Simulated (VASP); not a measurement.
Computed with PBE GGA, VASP's PBE PAW potentials (set 64) (plane waves; VASP).

Input for VASP

### INCAR
```
GGA = PE   ! PBE
SIGMA = 0.2   ! width (eV)
ALGO = Normal
LWAVE = .False.
PREC = Accurate
ISMEAR = 0   ! Gaussian
LMAXMIX = 4
NELM = 100   ! most electronic steps
ENCUT = 300
EDIFF = 1E-6
LCHARG = .False.
ISIF = 2   ! forces and stress, cell fixed
SYSTEM = As
LASPH = .True.
LREAL = .False.
```

**KPOINTS**
```
Automatic mesh
0
Gamma
7 7 7
0 0 0
```

POSCAR:
```
As
1
    3.6803640000    -1.8800000000     0.0000000000
    3.6803640000     1.8800000000     0.0000000000
    2.7200240000     0.0000000000     3.1114220000
As
2
Direct
  0.2144820000   0.2286300000   0.2326630000
  0.7855180000   0.7713700000   0.7673370000
```

POTCAR, in this order: As (PBE.64 set). Program: vasp_std.

Output

**OUTCAR**
```
 ion  position               nearest neighbor table
   1  0.214  0.229  0.233-   2 2.46   2 2.48   2 2.56
   2  0.786  0.771  0.767-   1 2.46   1 2.48   1 2.56
  LATTYP: Found a trigonal (rhomboedric) cell.
 ALAT       =     4.1327326520
 COS(alpha) =     0.5861231962
 Subroutine PRICEL returns:
 Original cell was already a primitive cell.
 Subroutine GETGRP returns: Found  2 space group operations
The static configuration has the point symmetry S_2 .
The dynamic configuration has the point symmetry S_2 .
 Subroutine INISYM returns: Found  2 space group operations
 Subroutine IBZKPT returns following result:
 Found    172 irreducible k-points:

 Following reciprocal coordinates:
            Coordinates               Weight
  0.000000  0.000000  0.000000      1.000000
  0.142857  0.000000 -0.000000      2.000000
  0.000000  0.142857 -0.000000      2.000000
  0.000000  0.000000  0.142857      2.000000
  0.285714 -0.000000 -0.000000      2.000000
 -0.000000  0.285714 -0.000000      2.000000
  0.000000  0.000000  0.285714      2.000000
  0.428571  0.000000 -0.000000      2.000000
  0.000000  0.428571 -0.000000      2.000000
  0.000000  0.000000  0.428571      2.000000
  0.142857  0.142857 -0.000000      2.000000
 -0.142857 -0.000000 -0.142857      2.000000
  0.000000  0.142857  0.142857      2.000000
  0.285714  0.142857 -0.000000      2.000000
 -0.285714  0.000000 -0.142857      2.000000
 -0.000000  0.285714  0.142857      2.000000
 -0.142857 -0.285714  0.000000      2.000000
  0.142857  0.000000  0.285714      2.000000
 -0.000000 -0.142857 -0.285714      2.000000
  0.428571  0.142857 -0.000000      2.000000
 -0.428571  0.000000 -0.142857      2.000000
  0.000000  0.428571  0.142857      2.000000
 -0.142857 -0.428571  0.000000      2.000000
  0.142857  0.000000  0.428571      2.000000
 -0.000000 -0.142857 -0.428571      2.000000
 -0.428571  0.142857  0.000000      2.000000
  0.428571  0.000000 -0.142857      2.000000
  0.000000 -0.428571  0.142857      2.000000
 -0.142857  0.428571 -0.000000      2.000000
  0.142857  0.000000 -0.428571      2.000000
 -0.000000 -0.142857  0.428571      2.000000
 -0.285714  0.142857  0.000000      2.000000
  0.285714 -0.000000 -0.142857      2.000000
  0.000000 -0.285714  0.142857      2.000000
 -0.142857  0.285714 -0.000000      2.000000
  0.142857  0.000000 -0.285714      2.000000
 -0.000000 -0.142857  0.285714      2.000000
 -0.142857  0.142857  0.000000      2.000000
  0.142857  0.000000 -0.142857      2.000000
 -0.000000 -0.142857  0.142857      2.000000
   k-points           NKPTS =    172   k-points in BZ     NKDIM =    172   number of bands    NBANDS=      9
   number of dos      NEDOS =    301   number of ions     NIONS =      2
   total plane-waves  NPLWV =  13824
   dimension x,y,z NGX =    24 NGY =   24 NGZ =   24
   dimension x,y,z NGXF=    48 NGYF=   48 NGZF=   48
   ions per type =               2
   PREC   = accura    normal or accurate (medium, high low for compatibility)
   ISTART =      0    job   : 0-new  1-cont  2-samecut
   ICHARG =      2    charge: 1-file 2-atom 10-const
   ISPIN  =      1    spin polarized calculation?
   LNONCOLLINEAR =      F non collinear calculations
   LSORBIT =      F    spin-orbit coupling
   INIWAV =      1    electr: 0-lowe 1-rand  2-diag
   ENCUT  =  300.0 eV  22.05 Ry    4.70 a.u.   5.84  5.84  5.84*2*pi/ulx,y,z
   NELM   =    100;   NELMIN=  2; NELMDL= -5     # of ELM steps
   EDIFF  = 0.1E-05   stopping-criterion for ELM
   LREAL  =      F    real-space projection
   NLSPLINE    = F    spline interpolate recip. space projectors
...
```

**OSZICAR**
```
       N       E                     dE             d eps       ncg     rms          rms(c)
DAV:   1     0.196853910643E+02    0.19685E+02   -0.32075E+03  3128   0.592E+02
DAV:   2    -0.855240526628E+01   -0.28238E+02   -0.27253E+02  4737   0.102E+02
DAV:   3    -0.933186278908E+01   -0.77946E+00   -0.77584E+00  3628   0.199E+01
DAV:   4    -0.933516795179E+01   -0.33052E-02   -0.33039E-02  3826   0.138E+00
DAV:   5    -0.933517699255E+01   -0.90408E-05   -0.90410E-05  3518   0.607E-02    0.348E+00
DAV:   6    -0.932201038010E+01    0.13167E-01   -0.73518E-03  3500   0.628E-01    0.210E+00
DAV:   7    -0.931585890603E+01    0.61515E-02   -0.15064E-02  3377   0.935E-01    0.822E-02
DAV:   8    -0.931596879162E+01   -0.10989E-03   -0.54684E-04  3217   0.174E-01    0.344E-02
DAV:   9    -0.931601535379E+01   -0.46562E-04   -0.75639E-05  3717   0.669E-02    0.130E-02
DAV:  10    -0.931601585022E+01   -0.49643E-06   -0.57722E-06  3441   0.162E-02
   1 F= -.93160159E+01 E0= -.93138329E+01  d E =-.436597E-02
```

**OUTCAR**
```
------------------------ aborting loop because EDIFF is reached ----------------------------------------
  FORCE on cell =-STRESS in cart. coord.  units (eV):
  Direction    XX          YY          ZZ          XY          YZ          ZX
  --------------------------------------------------------------------------------------
  Total        1.2713856      1.1485668      1.2402472     -0.3126999     -0.2581144     -0.4263204
  in kB       47.3097141     42.7394862     46.1510180    -11.6359206     -9.6047339    -15.8638718
  external PRESSURE =      45.4000727 kB  Pullay stress =       0.0000000 kB
  volume of cell :       43.06
      direct lattice vectors                 reciprocal lattice vectors
     3.680364000 -1.880000000  0.000000000     0.135856127 -0.265957447 -0.118766251
     3.680364000  1.880000000  0.000000000     0.135856127  0.265957447 -0.118766251
     2.720024000  0.000000000  3.111422000     0.000000000  0.000000000  0.321396455
 POSITION                                       TOTAL-FORCE (eV/Angst)
 -----------------------------------------------------------------------------------
      2.26366      0.02660      0.72391         0.701469     -0.286878     -0.079478
      7.81709     -0.02660      2.38751        -0.701469      0.286878      0.079478
 -----------------------------------------------------------------------------------
    total drift:                                0.000000     -0.000000      0.000000
  FREE ENERGIE OF THE ION-ELECTRON SYSTEM (eV)
  ---------------------------------------------------
  free  energy   TOTEN  =        -9.3160158502 eV

  energy  without entropy=       -9.3116498820  energy(sigma->0) =       -9.31383287
```
(Selected blocks of OUTCAR.)

**OUTCAR**
```
 val. band max:        5.4714330203   @ k =   0.4286   0.0000  -0.0000

 cond. band min:       5.4779585413   @ k =   0.2857   0.4286   0.2857


 Fermi energy:         5.4717977251

 k-point     1 :       0.0000    0.0000    0.0000
  band No.  band energies     occupation
      1      -9.6429      2.00000
      2      -0.3025      2.00000
      3       2.9965      2.00000
      4       3.1955      2.00000
      5       3.6070      2.00000
      6       6.9497      0.00000
      7       8.0529      0.00000
      8       8.6342      0.00000
      9      12.1895      0.00000

 k-point     2 :       0.1429    0.0000   -0.0000
  band No.  band energies     occupation
      1      -9.3753      2.00000
      2      -1.1820      2.00000
      3       3.0066      2.00000
      4       3.0444      2.00000
      5       3.4885      2.00000
      6       7.2061      0.00000
      7       7.7741      0.00000
      8       8.3717      0.00000
      9      11.3197      0.00000

 k-point     3 :       0.0000    0.1429   -0.0000
  band No.  band energies     occupation
      1      -9.3687      2.00000
      2      -1.2361      2.00000
      3       2.8392      2.00000
      4       3.1713      2.00000
      5       3.5937      2.00000
      6       7.2192      0.00000
      7       8.0073      0.00000
      8       8.2060      0.00000
      9      11.1573      0.00000

 k-point     4 :       0.0000    0.0000    0.1429
  band No.  band energies     occupation
      1      -9.3672      2.00000
      2      -1.2465      2.00000
      3       2.7803      2.00000
      4       3.2498      2.00000
      5       3.5841      2.00000
      6       7.2479      0.00000
      7       8.0346      0.00000
      8       8.1733      0.00000
      9      11.1182      0.00000

 k-point     5 :       0.2857   -0.0000   -0.0000
  band No.  band energies     occupation
      1      -8.5959      2.00000
      2      -3.0666      2.00000
      3       2.6625      2.00000
...
```

The structure is a typed As crystal. The cell was not relaxed at this level, atoms are displaced from their ideal sites. The run is one of a series of settings (KPOINTS 7×7×7 Γ-centred mesh against the base run), some of them coarse on purpose.
